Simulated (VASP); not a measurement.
Method: r2SCAN meta-GGA, VASP's PBE PAW potentials (set 64) (plane waves; VASP 6.6.1).

Input for VASP

### INCAR
```
ISIF = 3   # ions, shape and volume
LASPH = .True.   # aspherical one-centre terms
LCHARG = .False.
NSW = 60   # most ionic steps
LMIXTAU = .True.
IBRION = 2   # conjugate gradients
LMAXMIX = 6   # l cut-off of mixed one-centre charges
LREAL = .False.   # projection in real space or not
SIGMA = 0.05   # width (eV)
PREC = Accurate
METAGGA = R2SCAN
LWAVE = .False.
ISMEAR = 0   # Gaussian
EDIFF = 1E-6   # SCF stop (eV)
ALGO = Normal
ENCUT = 530   # plane-wave cut-off (eV)
EDIFFG = -0.02
SYSTEM = CeO2
NELM = 100   # most electronic steps
```

File POSCAR:
```
CeO2
1.0
  0.0000000000   2.7176057221   2.7176057221
  2.7176057221   0.0000000000   2.7176057221
  2.7176057221   2.7176057221   0.0000000000
Ce O
1 2
Direct
  0.0000000000   0.0000000000   0.0000000000
  0.2500000000   0.2500000000   0.2500000000
  0.7500000000   0.7500000000   0.7500000000
```

File KPOINTS:
```
Regular mesh
0
gamma
6 6 6
0 0 0
```

POTCAR, in this order: Ce O (PBE.64 set). Program: vasp_std.

Estimate the energy per atom (σ→0).

| Quantity | Value |
|---|---|
| energy per atom (σ→0) | -18.011 eV/atom |

OSZICAR:
```
...
DAV:  12    -0.540328187217E+02   -0.40202E-02   -0.14073E-01   752   0.362E+00    0.117E-01
DAV:  13    -0.540262346774E+02    0.65840E-02   -0.88442E-03   672   0.102E+00    0.384E-01
DAV:  14    -0.540328895753E+02   -0.66549E-02   -0.59884E-03   664   0.842E-01    0.505E-02
DAV:  15    -0.540333200806E+02   -0.43051E-03   -0.74402E-04   832   0.275E-01    0.469E-02
DAV:  16    -0.540333052373E+02    0.14843E-04   -0.33154E-05   664   0.601E-02    0.366E-02
DAV:  17    -0.540333212999E+02   -0.16063E-04   -0.55485E-05   824   0.780E-02    0.174E-02
DAV:  18    -0.540333215898E+02   -0.28983E-06   -0.90054E-06   608   0.298E-02
   1 F= -.54033322E+02 E0= -.54033322E+02  d E =-.540333E+02
```

The compound is CeO2 in the fluorite structure. It was relaxed first. The start is the result of an earlier pass. The run is not spin-polarised, so no magnetic state was tried.
